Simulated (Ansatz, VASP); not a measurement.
# La2O3: VASP beside Ansatz

Aim: how closely do two programs agree when they are given the same cell, functional and k mesh? The cell is taken from a series of runs on this material, whose earlier steps may have relaxed, scaled, displaced or heated it; both programs get it as it stands.

Program: Ansatz 0.2.0. Level of theory: plane waves, with VASP 6.6.1 beside it; relaxation of cell and atoms at PBE with D3(BJ). Results are calculated unless marked as measured.

## (1) Set-up

Symmetry: P-3m1, No. 164, trigonal system. The conventional cell has a = 3.923 Å, b = 3.923 Å, c = 6.101 Å, α = 90.00°, β = 90.00°, γ = 120.00°. Nearest to La lie 7 O at 2.36 to 2.72 Å. Nearest to O lie 4 La at 2.36 to 2.44 Å. Nearest to O lie 6 La at 2.72 Å. Farther neighbours and most contacts between anions are not listed.

As a file:

```xyz
5
Lattice="3.9228 0.0000 0.0000 -1.9614 3.3972 0.0000 0.0000 0.0000 6.1010" Properties=species:S:1:pos:R:3 pbc="T T T"
La    1.9614    1.1324    4.6016
La    0.0000    2.2648    1.4994
O     1.9614    1.1324    2.1591
O     0.0000    2.2648    3.9419
O    -1.9614    3.3972    0.0000
```

## (2) VASP: relaxation of cell and atoms, PBE with D3(BJ)

The relaxed volume is the usual yardstick between codes: in a stiff, nearly cubic crystal its relative difference is about their pressure difference at one cell divided by the bulk modulus.

Lines of VASP's logs that name or quote its potential files are left out, and so is its time.

Input file INCAR:

```
SYSTEM = La2O3
PREC = Accurate
ENCUT = 600
EDIFF = 1E-07
NELM = 200
ISMEAR = 0
SIGMA = 0.01
LREAL = .FALSE.
ALGO = Normal
GGA = PE
IVDW = 12
NBANDS = 26
LASPH = .TRUE.
LORBIT = 11
LWAVE = .FALSE.
LCHARG = .FALSE.
ISIF = 3
IBRION = 2
NSW = 80
EDIFFG = -0.005
GGA_COMPAT = .FALSE.
NELMIN = 4
EFERMI = MIDGAP
LMAXMIX = 6
KPAR = 2
```

Input file POSCAR:

```
La2O3
1.0
    3.9227700000      0.0000000000      0.0000000000
   -1.9613850000      3.3972180000      0.0000000000
    0.0000000000      0.0000000000      6.1010000000
La O
2 3
Direct
    0.6666666667      0.3333333333      0.7542450418
    0.3333333334      0.6666666666      0.2457549582
    0.6666666667      0.3333333333      0.3538955090
    0.3333333334      0.6666666666      0.6461044910
    0.0000000000      1.0000000000      0.0000000000
```

Input file KPOINTS:

```
Automatic mesh
0
Gamma
6 6 4
0 0 0
```

Potentials, in the order of the species: La and O (PBE family, release 64).

Launch:

```
$ mpirun -np 2 vasp_std
```

Numbers of over 12 decimals in the logs are rounded to 6 here.

The program printed:

```text
[banner, memory and clock lines left out]
running    2 mpi-ranks, on    1 nodes
 distrk:  each k-point on    1 cores,    2 groups
 distr:  one band on    1 cores,    1 groups

 POSCAR found type information on POSCAR LaO
 POSCAR found :  2 types and       5 ions
 LDA part: xc-table for (Slater+PW92), standard interpolation
 POSCAR, INCAR and KPOINTS ok, starting setup
 FFT: planning ... GRIDC
 FFT: planning ... GRID_SOFT
 FFT: planning ... GRID
 WAVECAR not read
 entering main loop
       N       E                     dE             d eps       ncg     rms          rms(c)
DAV:   1     0.493125011158E+03    0.49313E+03   -0.17188E+04  1288   0.264E+03
DAV:   2     0.971705799352E+02   -0.39595E+03   -0.38428E+03  1736   0.387E+02
DAV:   3    -0.290736194046E+02   -0.12624E+03   -0.12225E+03  2148   0.214E+02
DAV:   4    -0.464155437033E+02   -0.17342E+02   -0.17312E+02  2132   0.850E+01
DAV:   5    -0.474674192332E+02   -0.10519E+01   -0.10511E+01  2152   0.248E+01    0.150E+01
DAV:   6    -0.418333114526E+02    0.56341E+01   -0.50116E+01  1968   0.409E+01    0.766E+00
DAV:   7    -0.418221438396E+02    0.11168E-01   -0.54348E+00  2432   0.230E+01    0.356E+00
DAV:   8    -0.418181078981E+02    0.40359E-02   -0.53162E-01  2152   0.607E+00    0.125E+00
DAV:   9    -0.418151906280E+02    0.29173E-02   -0.85831E-02  2232   0.240E+00    0.360E-01
DAV:  10    -0.418177934930E+02   -0.26029E-02   -0.31618E-02  2112   0.119E+00    0.185E-01
DAV:  11    -0.418187119568E+02   -0.91846E-03   -0.99488E-03  2184   0.753E-01    0.128E-01
DAV:  12    -0.418189386116E+02   -0.22665E-03   -0.23486E-03  1936   0.348E-01    0.628E-02
DAV:  13    -0.418189529007E+02   -0.14289E-04   -0.11536E-03  2232   0.228E-01    0.215E-02
DAV:  14    -0.418189612610E+02   -0.83603E-05   -0.15299E-04  2032   0.939E-02    0.129E-02
DAV:  15    -0.418189595140E+02    0.17470E-05   -0.42413E-05  2296   0.465E-02    0.310E-03
DAV:  16    -0.418189598096E+02   -0.29562E-06   -0.45547E-06  1984   0.145E-02    0.444E-03
DAV:  17    -0.418189594418E+02    0.36786E-06   -0.16732E-06  2128   0.942E-03    0.122E-03
DAV:  18    -0.418189594569E+02   -0.15155E-07   -0.32427E-07  1552   0.429E-03
   1 F= -.43119993E+02 E0= -.43119993E+02  d E =-.431200E+02
[...]
2 F= -.43119923E+02 E0= -.43119923E+02  d E =0.693957E-04
[...]
3 F= -.43120390E+02 E0= -.43120390E+02  d E =-.397643E-03
[...]
4 F= -.43120390E+02 E0= -.43120390E+02  d E =-.397643E-03
 curvature:  -0.24 expect dE=-0.704E-05 dE for cont linesearch -0.353E-07
 ZBRENT: accuracy reached
 trial: gam= 0.00842 g(F)=  0.247E-04 g(S)=  0.472E-05 ort = 0.156E-04 (trialstep = 0.894E+00)
 search vector abs. value=  0.298E-04
 bond charge predicted
       N       E                     dE             d eps       ncg     rms          rms(c)
DAV:   1    -0.418147074544E+02    0.28100E-03   -0.29802E-03  2256   0.500E-01    0.295E-02
DAV:   2    -0.418146995543E+02    0.79001E-05   -0.16515E-04  2054   0.846E-02    0.126E-02
DAV:   3    -0.418146966159E+02    0.29384E-05   -0.20024E-05  2484   0.479E-02    0.598E-03
DAV:   4    -0.418146961638E+02    0.45206E-06   -0.30322E-06  2430   0.156E-02    0.270E-03
DAV:   5    -0.418146964962E+02   -0.33235E-06   -0.98222E-07  2022   0.671E-03    0.148E-03
DAV:   6    -0.418146966674E+02   -0.17122E-06   -0.46171E-07  1374   0.619E-03    0.768E-04
DAV:   7    -0.418146968112E+02   -0.14384E-06   -0.59556E-08   848   0.503E-03    0.491E-04
DAV:   8    -0.418146968176E+02   -0.63337E-08   -0.63265E-08   804   0.344E-03
   5 F= -.43120407E+02 E0= -.43120407E+02  d E =-.167582E-04
 trial-energy change:   -0.000017  1 .order   -0.000017   -0.000026   -0.000007
 step:   1.2269(harm=  1.2269)  dis= 0.00093  next Energy=   -43.120408 (dE=-0.181E-04)
 reached required accuracy - stopping structural energy minimisation
```

From OUTCAR (step 2):

```text
ion  position               nearest neighbor table
   1  0.667  0.333  0.754-   4 2.36   4 2.36   4 2.36   3 2.44   5 2.72   5 2.72   5 2.72
   2  0.333  0.667  0.246-   3 2.36   3 2.36   3 2.36   4 2.44   5 2.72   5 2.72   5 2.72
   3  0.667  0.333  0.354-   2 2.36   2 2.36   2 2.36   1 2.44
   4  0.333  0.667  0.646-   1 2.36   1 2.36   1 2.36   2 2.44
   5  0.000  0.000  0.000-   2 2.72   1 2.72   1 2.72   2 2.72   1 2.72   2 2.72

  LATTYP: Found a hexagonal cell.
 ALAT       =     3.9227700000
 C/A-ratio  =     1.5552785404

 Subroutine GETGRP returns: Found 12 space group operations
 (whereof 12 operations were pure point group operations)

The static configuration has the point symmetry D_3d.

 Found     24 irreducible k-points:

   k-points           NKPTS =     24   k-points in BZ     NKDIM =     24   number of bands    NBANDS=     26

   dimension x,y,z NGX =    32 NGY =   32 NGZ =   50
   dimension x,y,z NGXF=    64 NGYF=   64 NGZF=  100

   ENCUT  =  600.0 eV  44.10 Ry    6.64 a.u.   7.83  7.83 12.19*2*pi/ulx,y,z

   NELECT =      40.0000    total number of electrons

 k-points in reciprocal lattice and weights: Automatic mesh
   0.00000000  0.00000000  0.00000000       0.007
   0.16666667  0.00000000  0.00000000       0.042
   0.33333333  0.00000000  0.00000000       0.042
   0.50000000  0.00000000  0.00000000       0.021
   0.16666667  0.16666667  0.00000000       0.042
   0.33333333  0.16666667  0.00000000       0.083
   0.33333333  0.33333333  0.00000000       0.014
   0.00000000  0.00000000  0.25000000       0.014
   0.16666667  0.00000000  0.25000000       0.042
[...]
0.33333333  0.16666667  0.50000000       0.083
   0.33333333  0.33333333  0.50000000       0.014

 Edisp (eV)   -1.30540

 average (electrostatic) potential at core
       1 -94.8104       2 -94.8104       3 -66.9859       4 -66.9859       5 -66.4912

 E-fermi :   8.0047

 k-point     1 :       0.0000    0.0000    0.0000
  band No.  band energies     occupation
    ...
     16       3.9755      2.00000
     17       4.3911      2.00000
     18       5.6764      2.00000
     19       5.6764      2.00000
     20       5.9459      2.00000
     21      10.4206      0.00000
     22      10.6826      0.00000
     23      10.6826      0.00000
     24      11.2951      0.00000
     25      11.4892      0.00000
    ...

 k-point     2 :       0.1667    0.0000    0.0000
  band No.  band energies     occupation
    ...
     16       4.0860      2.00000
     17       4.9479      2.00000
     18       5.3233      2.00000
     19       5.6657      2.00000
     20       5.8653      2.00000
     21      10.4844      0.00000
     22      10.7271      0.00000
     23      10.8724      0.00000
     24      11.3575      0.00000
     25      11.4303      0.00000
    ...

 k-point     3 :       0.3333    0.0000    0.0000
  band No.  band energies     occupation
    ...
     16       4.8367      2.00000
     17       5.1096      2.00000
     18       5.2568      2.00000
     19       5.7240      2.00000
     20       5.7917      2.00000
     21      10.1132      0.00000
     22      10.8061      0.00000
     23      11.2002      0.00000
     24      11.3325      0.00000
     25      11.3766      0.00000
    ...

 Edisp (eV)   -1.30571

  Total       0.00153     0.00153    -0.01910     0.00000     0.00000     0.00000
  in kB       0.03016     0.03016    -0.37767     0.00000     0.00000     0.00000
  external pressure =       -0.11 kB  Pullay stress =        0.00 kB

  energy-cutoff  :      600.00
  volume of cell :       81.03
      direct lattice vectors                 reciprocal lattice vectors
     3.918275368  0.000000000  0.000000000     0.255214324  0.147348079 -0.000000000
    -1.959137684  3.393325536  0.000000000     0.000000000  0.294696159 -0.000000000
     0.000000000  0.000000000  6.093948921     0.000000000  0.000000000  0.164097207

 POSITION                                       TOTAL-FORCE (eV/Angst)
 -----------------------------------------------------------------------------------
      1.95914      1.13111      4.59664         0.000000      0.000000      0.002637
      0.00000      2.26222      1.49731        -0.000000     -0.000000     -0.002637
      1.95914      1.13111      2.15658         0.000000      0.000000     -0.002023
      0.00000      2.26222      3.93737         0.000000     -0.000000      0.002023
      1.95914      3.39333      0.00000        -0.000000      0.000000      0.000000
 -----------------------------------------------------------------------------------
    total drift:                               -0.000001      0.000001      0.000000

  FREE ENERGIE OF THE ION-ELECTRON SYSTEM (eV)
  ---------------------------------------------------
  free  energy   TOTEN  =       -43.1204069589 eV

  energy  without entropy=      -43.1204069589  energy(sigma->0) =      -43.12040696

 reached required accuracy - stopping structural energy minimisation

 total charge
# of ion       s       p       d       f       tot
--------------------------------------------------
    1        2.020   5.698   0.652   0.248   8.618
    2        2.020   5.698   0.652   0.248   8.618
    3        1.567   3.470   0.000   0.000   5.037
    4        1.567   3.470   0.000   0.000   5.037
    5        1.553   3.386   0.000   0.000   4.940
--------------------------------------------------
tot          8.728  21.723   1.304   0.496  32.251

[... 3 further parts left out ...]
```

## (3) Ansatz: relaxation of cell and atoms, PBE with D3(BJ)

Ansatz runs on its PAW soft_1 files.

The same cell, functional and mesh now go to Ansatz, which takes its cutoff from its data sets.

Input file input.yaml:

```yaml
crystal:
  lattice:
    - [3.9227698599, 0.0, 0.0]
    - [-1.9613849299, 3.3972183518, 0.0]
    - [0.0, 0.0, 6.10100044]
  atoms:
    - { symbol: La, position: [0.6666666667, 0.3333333333, 0.7542450355] }
    - { symbol: La, position: [0.3333333333, 0.6666666667, 0.2457549645] }
    - { symbol: O, position: [0.6666666667, 0.3333333333, 0.3538955053] }
    - { symbol: O, position: [0.3333333333, 0.6666666667, 0.6461044947] }
    - { symbol: O, position: [0.0, 0.0, 0.0] }
kpoints:
  mp_grid: { grid: [6, 6, 4] }
hamiltonian:
  xc: pbe
  dispersion: d3bj
  pseudopotentials: { kind: paw, azcp: { folder: soft_1 } }
scf:
  occupations: { method: fixed }
output:
  forces: true
  stress: true
  eigenvalues: true
relax:
  adjacent_minimum: "off"
  f_tol: 0.001
  max_steps: 60
  cell: { stress_tol: 0.01 }
```

Launch:

```
$ ansatz run input.yaml --threads 4 --pin off --max-ram 15360MiB --backend cpu --events-out ev --progress --plain --runs-dir out
```

The program printed:

```text
Engine: ansatz 0.2.0, aarch64-unknown-linux-gnu
Pseudopotentials: kind: paw
Pseudopotential: La, paw, valence charge 11, recommended cutoff 420 eV (normal), soft_1/La.paw.azcp
Pseudopotential: O, paw, valence charge 6, recommended cutoff 420 eV (normal), soft_1/O.paw.azcp
Functional definition: PBE
  parameter kappa = 0.804
  parameter beta = 0.066725
  exchange = pbe_x(kappa = kappa, mu = beta*pi^2/3)
  correlation = pbe_c(beta = beta)
Crystal: 5 atoms, lattice volume = 81.305 Å³
Basis set: ecut = 420 eV, 1617 PW (Γ), exchange–correlation on 54×54×90 points (8 copies of the dense FFT grid, shifted against one another)
Bands: 25, of which v1, the nominal top of the filled ones, is band 20 counted from 1 (19 counted from 0)
Symmetry: 12 space group operations
Space group: P-3m1 (ITA 164), of the structure as read, at distance tolerance 4.3e-5 Å
k-points: 24 of 144
Non-local potential: La, projectors of the file, l = 0: 3, l = 1: 2, l = 2: 2, l = 3: 3
Non-local potential: O, projectors of the file, l = 0: 2, l = 1: 2, l = 2: 1
PAW form: soft (Blöchl's): semilocal exchange-correlation on the pseudo side does not see the compensation charge
PAW one-centre angular grid: La, 590 points (default); XC on 64 Gauss nodes
PAW one-centre angular grid: O, 110 points (default); XC on 64 Gauss nodes
Initial density: superposition of atomic densities (chi_scale 0.1, normalization cell, long waves kept (reshape's long-wave potential 0.03 eV rms))
Initial wavefunctions: pseudopotential atomic-orbital guess
Functional: x = pbe(κ = 0.804, μ = 0.219515), c = pbe(β = 0.066725)
SCF iter   1: F=—  HF=-14214.135765 eV  |F-HF|=—  |Δ(HF+E_count)|=         —  Δρ=6.07e-2  dr2=2.84e0  ethr=3.10e-3  ⟨swp⟩=4.1  Hψ=2480  notcnv=0  defer=36
preconditioner: auto → Resta (q_TF=auto, 2.424 Å⁻¹)  ε∞=5.5  [insulator: Δε(μ)=2.958 eV  Ē_g=11.685 eV  n_scr=22 (ndim 8)  ℏωp=24.7 eV  f_vac=0.000  ε∞_Penn≈5.5]
SCF iter   2: F=—  HF=-14213.830440 eV  |F-HF|=—  |Δ(HF+E_count)|=   3.05e-1  Δρ=3.01e-2  dr2=9.34e-1  ethr=3.10e-3  ⟨swp⟩=5.0  Hψ=1525  notcnv=0  defer=43
SCF iter   3: F=—  HF=-14213.759838 eV  |F-HF|=—  |Δ(HF+E_count)|=   7.06e-2  Δρ=1.62e-2  dr2=2.66e-1  ethr=2.34e-3  ⟨swp⟩=2.2  Hψ=965  notcnv=0  defer=46
SCF iter   4: F=—  HF=-14213.776038 eV  |F-HF|=—  |Δ(HF+E_count)|=   1.62e-2  Δρ=6.58e-3  dr2=4.77e-2  ethr=6.65e-4  ⟨swp⟩=3.4  Hψ=942  notcnv=0  defer=56
SCF iter   5: F=—  HF=-14213.781132 eV  |F-HF|=—  |Δ(HF+E_count)|=   5.09e-3  Δρ=3.47e-3  dr2=1.10e-2  ethr=1.19e-4  ⟨swp⟩=5.0  Hψ=1208  notcnv=0  defer=68
SCF iter   6: F=—  HF=-14213.781843 eV  |F-HF|=—  |Δ(HF+E_count)|=   7.11e-4  Δρ=9.82e-4  dr2=9.29e-4  ethr=2.75e-5  ⟨swp⟩=2.8  Hψ=875  notcnv=0  defer=67
SCF iter   7: F=—  HF=-14213.783374 eV  |F-HF|=—  |Δ(HF+E_count)|=   1.53e-3  Δρ=2.30e-4  dr2=5.21e-5  ethr=2.32e-6  ⟨swp⟩=4.2  Hψ=1141  notcnv=0  defer=67
SCF iter   8: F=—  HF=-14213.783433 eV  |F-HF|=—  |Δ(HF+E_count)|=   5.89e-5  Δρ=5.79e-5  dr2=3.79e-6  ethr=1.30e-7  ⟨swp⟩=2.2  Hψ=1061  notcnv=0  defer=67
SCF iter   9: F=—  HF=-14213.783437 eV  |F-HF|=—  |Δ(HF+E_count)|=   3.87e-6  Δρ=1.56e-5  dr2=2.31e-7  ethr=9.48e-9  ⟨swp⟩=2.1  Hψ=1007  notcnv=0  defer=68
SCF iter  10: F=-14213.783437 eV  HF=-14213.783437 eV  |F-HF|=5.49e-9  |Δ(HF+E_count)|=   9.77e-8  Δρ=2.98e-6  dr2=9.84e-9  ethr=2.50e-10  ⟨swp⟩=17.1  Hψ=3971  notcnv=0
SCF 1 converged in 10 iterations: F = -14213.783437 eV  dr2 = 9.84e-9
  greatest PAW one-centre occupation: 0.971 electrons in one spin orbital (limit 2), on the La atom at site 1 (counted from 0), in its partial waves of l = 0
relax step   1: F+E_penalty+E_count = -14213.78343711 eV  Δ(F+E_penalty+E_count) = +0.000e0 eV  max|allowed force component| = 7.503e-4 eV/Å  Δτ_max = 0.0000 Å  P = -0.017 GPa  Ω = 81.305 Å³  (10 SCF iters, dr2 threshold 1.00e-7 eV, accepted)
[...]
relax step   2: F+E_penalty+E_count = -14213.78348871 eV  Δ(F+E_penalty+E_count) = -5.160e-5 eV  max|allowed force component| = 3.358e-3 eV/Å  Δτ_max = 0.0004 Å  P = +0.027 GPa  Ω = 81.271 Å³  energy of the carried Pulay correction = +5.360e-5 eV  (6 SCF iters, dr2 threshold 8.43e-10 eV, rejected (line search))
[...]
relax step   3: F+E_penalty+E_count = -14213.78345682 eV  Δ(F+E_penalty+E_count) = -1.970e-5 eV  max|allowed force component| = 8.728e-5 eV/Å  Δτ_max = 0.0001 Å  P = -0.000 GPa  Ω = 81.293 Å³  energy of the carried Pulay correction = +1.901e-5 eV  (8 SCF iters, accepted)
[...]
relax step   4: F+E_penalty+E_count = -14213.78344926 eV  Δ(F+E_penalty+E_count) = +7.560e-6 eV  max|allowed force component| = 8.324e-5 eV/Å  Δτ_max = 0.0000 Å  P = -0.001 GPa  Ω = 81.293 Å³  stress off target by 1.04e-3 GPa  SCF on the basis re-selected at this cell (its energy is not comparable with the rows above)  (6 SCF iters)
basis re-selected at this cell: Δ(F+E_penalty+E_count) = +7.560e-6 eV, ΔP = -0.000 GPa vs the last step (what re-selecting the basis moved, of the pressure what is left beyond the Pulay correction that the steps carried, after the strain that the cell walked since its last selection, with what the two solves' SCF thresholds leave and, on support functions, any second-order correction that the steps lacked; it is no m [...]
SCF converged after 6 iterations
Free energy (F): -14213.783449 eV
Harris-Foulkes:  -14213.783449 eV  (|F-HF|=0.00e0)
Internal energy: -14213.783449 eV  (E = F + TS)
E sigma→0 (E₀):  -14213.783449 eV
Fermi energy:    9.721696 eV
--- Per-component energies (eV) ---
  E_band       = -5.714188
  E_kinetic    = 882.341354
  E_local      = -1485.959787  (includes V_loc(G=0)·N_el)
  E_nonlocal   = 331.332897
  E_hartree    = 555.891394
  E_xc         = -504.657929
  E_vxc        = -569.410486  (∫ρ·V_xc dr)
  E_paw        = -11321.185135  (= ΣΔE_a)
  E_vpaw       = -275.803210  (= ΣTr[D̂ρ^β])
  E_aug_tail   = 0.002246  (compensation charges beyond the density's cutoff)
  E_ewald      = -2670.246768
  E_disp       = -1.301721  (pairwise vdW)
  E_smearing   = -0.000000  (= −TS)
  E_closure    = 0.000000  (closes the sum)
  Σ components = -14213.783449   (vs F -14213.783449, Δ=0.00e0)
--- Forces (eV/Å), atoms counted from 1 ---
  atom   1  La     0.00000000     0.00000000    -0.00002856
  atom   2  La    -0.00000000    -0.00000000     0.00002856
  atom   3  O     -0.00000000    -0.00000000    -0.00008324
  atom   4  O      0.00000000     0.00000000     0.00008324
  atom   5  O     -0.00000000     0.00000000     0.00000000
  max |Σ_I F_I| component: 2.89e-17 eV/Å
--- Stress (GPa, compression-positive) ---
       -0.001040      -0.000000      -0.000000
       -0.000000      -0.001040      -0.000000
        0.000000      -0.000000       0.000416
  P = ⅓ Tr σ = -0.0006 GPa (-0.006 kbar)
--- Band table (eV; the first three rows and the last of 24) ---
  k-point 0: bands = [... 16 lower, 8.0469, 9.3309, 9.3309, 9.5974, 14.0317, 14.3031, 14.3031, 14.9077, ... 1 higher]
  k-point 1: bands = [... 16 lower, 8.4201, 9.3002, 9.3764, 9.3764, 14.1653, 14.3654, 14.3654, 14.8753, ... 1 higher]
  k-point 2: bands = [... 16 lower, 8.7135, 8.9220, 9.4285, 9.4285, 14.3903, 14.4222, 14.4222, 14.6679, ... 1 higher]
  k-point 23: bands = [... 16 lower, 9.1620, 9.4402, 9.4402, 9.5035, 13.9794, 14.5489, 14.6184, 14.6184, ... 1 higher]
--- Relaxed structure (3 steps of the walk, 2 accepted, 1 SCFs on fresh bases) ---
  F+E_penalty+E_count = -14213.78344926 eV   max|allowed force component| = 8.324e-5 eV/Å   (the final SCF, on the basis selected at the relaxed cell)
  cell:  # Å, volume = 81.2931 Å³
    - [3.922654, -2.8866622802888617e-11, 0]
    - [-1.961327, 3.397118, 0]
    - [0, 0, 6.100466]
  atoms:
    - { symbol: La, position: [0.666667, 0.333333, 0.754260] }
    - { symbol: La, position: [0.333333, 0.666667, 0.245740] }
    - { symbol: O, position: [0.666667, 0.333333, 0.353875] }
    - { symbol: O, position: [0.333333, 0.666667, 0.646125] }
    - { symbol: O, position: [0, 0, 0] }
```

The column dr2 measures how far the density is from self-consistency, as an energy; F and HF (Harris–Foulkes) agree once it is small.

## (4) Comparison

Known differences besides the potentials themselves: fixed occupations in Ansatz, narrow Gaussian smearing in VASP; the cutoff is 420 eV in Ansatz and 600 eV in VASP; Ansatz adds a Pulay correction to the stress that steers its cell, VASP none. Total energies have different zeros and are not compared.

The two programs side by side:

```tsv
quantity	Ansatz	VASP	difference
volume (Å³)	81.29	81.03	+0.33 %
edge a after relaxation, in the typed setting (Å)	3.923	3.918	+0.11 %
edge c after relaxation, in the typed setting (Å)	6.101	6.094	+0.11 %
```

## (5) Results

```yaml
difference_in_volume_relaxation_of_cell_and_atoms_pbe_with_d3_bj: 0.33 %
```

The difference in volume is 0.33 % (relaxation of cell and atoms, PBE with D3(BJ)), within the 1.2 % picked in this series as the mark of a large difference, as far as the stopping tolerances let one tell. Such differences can come from data sets, numerical settings and the points named under the comparisons, not from the functional's error against experiment.

[Lines on the potential files, build, host, timing and source positions are cut from VASP's logs without a mark.]

[Logs are printed without paths, hosts, clocks, repeated set-up lines and the standing remarks that a program may print on its own settings, such as how far it seeks lower states.]

[Hosts, paths, dates, database ids (printed as entryN), source tags and the programs' standing remarks are cut or masked in the printed files.]
